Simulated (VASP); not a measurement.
The input files of a VASP run:

### POSCAR
```
Si
1
    0.0000000000     2.7155000000     2.7155000000
    2.7155000000     0.0000000000     2.7155000000
    2.7155000000     2.7155000000     0.0000000000
Si
2
Direct
  0.0000000000   0.0000000000   0.0000000000
  0.2500000000   0.2500000000   0.2500000000
```

**INCAR**
```
SYSTEM = Si
PREC = Accurate
ENCUT = 400
EDIFF = 1E-6
NELM = 100
ALGO = Normal
LREAL = .FALSE.
LASPH = .TRUE.
ISMEAR = 0
SIGMA = 0.05
GGA = PE
LWAVE = .FALSE.
LCHARG = .FALSE.
ISIF = 2
```

### KPOINTS
```
k-points along high-symmetry lines
6
Line-mode
Reciprocal
  0.000000   0.000000   0.000000 ! GAMMA
  0.500000   0.000000   0.500000 ! X

  0.500000   0.000000   0.500000 ! X
  0.625000   0.250000   0.625000 ! U

  0.375000   0.375000   0.750000 ! K
  0.000000   0.000000   0.000000 ! GAMMA

  0.000000   0.000000   0.000000 ! GAMMA
  0.500000   0.500000   0.500000 ! L

  0.500000   0.500000   0.500000 ! L
  0.500000   0.250000   0.750000 ! W

  0.500000   0.250000   0.750000 ! W
  0.500000   0.000000   0.500000 ! X
```

POTCAR, in this order: Si (PBE.64 set). Program: vasp_std.

The run wrote:

**standard output**
```
 POSCAR found type information on POSCAR Si
 POSCAR found :  1 types and       2 ions
 Reading from existing POTCAR
 Reading from existing POTCAR
 LDA part: xc-table for (Slater+PW92), standard interpolation
 POSCAR, INCAR and KPOINTS ok, starting setup
 WAVECAR not read
 entering main loop
       N       E                     dE             d eps       ncg     rms          rms(c)
DAV:   1     0.577054095174E+01    0.57705E+01   -0.28539E+03   576   0.625E+02
DAV:   2    -0.916958626040E+01   -0.14940E+02   -0.14206E+02   896   0.727E+01
DAV:   3    -0.937467857795E+01   -0.20509E+00   -0.20509E+00   744   0.106E+01
DAV:   4    -0.937559927711E+01   -0.92070E-03   -0.92070E-03   968   0.758E-01
DAV:   5    -0.937560036404E+01   -0.10869E-05   -0.10869E-05   752   0.190E-02    0.523E+00
DAV:   6    -0.918881780353E+01    0.18678E+00   -0.12022E-01   744   0.182E+00    0.323E+00
DAV:   7    -0.910401566969E+01    0.84802E-01   -0.23164E-01   656   0.270E+00    0.244E-01
DAV:   8    -0.910616565239E+01   -0.21500E-02   -0.55127E-03   760   0.541E-01    0.771E-02
DAV:   9    -0.910656211481E+01   -0.39646E-03   -0.36360E-04   800   0.142E-01    0.631E-02
DAV:  10    -0.910661210595E+01   -0.49991E-04   -0.64998E-05   768   0.592E-02    0.898E-03
DAV:  11    -0.910661176241E+01    0.34354E-06   -0.87213E-07   816   0.642E-03
   1 F= -.91066118E+01 E0= -.91066118E+01  d E =-.452972E-13
```

### OUTCAR
```
------------------------ aborting loop because EDIFF is reached ----------------------------------------
  FORCE on cell =-STRESS in cart. coord.  units (eV):
  Direction    XX          YY          ZZ          XY          YZ          ZX
  --------------------------------------------------------------------------------------
  Total        1.5853585      1.5853585      1.5853585      0.0000000     -0.0000000      0.0000000
  in kB       63.4247331     63.4247331     63.4247331      0.0000000     -0.0000000      0.0000000
  external PRESSURE =      63.4247331 kB  Pullay stress =       0.0000000 kB
  volume of cell :       40.05
      direct lattice vectors                 reciprocal lattice vectors
     0.000000000  2.715500000  2.715500000    -0.184128153  0.184128153  0.184128153
     2.715500000  0.000000000  2.715500000     0.184128153 -0.184128153  0.184128153
     2.715500000  2.715500000  0.000000000     0.184128153  0.184128153 -0.184128153
 POSITION                                       TOTAL-FORCE (eV/Angst)
 -----------------------------------------------------------------------------------
      0.00000      0.00000      0.00000         0.000000      0.000000      0.000000
      1.35775      1.35775      1.35775        -0.000000     -0.000000     -0.000000
 -----------------------------------------------------------------------------------
    total drift:                                0.000000      0.000000     -0.000000
  FREE ENERGIE OF THE ION-ELECTRON SYSTEM (eV)
  ---------------------------------------------------
  free  energy   TOTEN  =        -9.1066117624 eV

  energy  without entropy=       -9.1066117624  energy(sigma->0) =       -9.10661176
```
(Selected blocks of OUTCAR.)

Task: The run ends quietly. Is anything wrong with it?

Result: The cause: a line-mode KPOINTS file was used for a self-consistent run. The run ends without an error. Against the sound run, the energy per atom (σ→0) goes up by 0.857 eV/atom; the pressure rises by 4.35 GPa. To mend it, correct KPOINTS.
KPOINTS:
```
Automatic mesh
0
Gamma
6 6 6
0 0 0
```
The mended run (PBE GGA, plane waves, VASP's PBE PAW potentials (set 64)) converges, and its OSZICAR ends with
```
   1 F= -.10820774E+02 E0= -.10820774E+02  d E =-.320666E-11
```

The compound is Si in the diamond structure. The cell was not relaxed at this level.
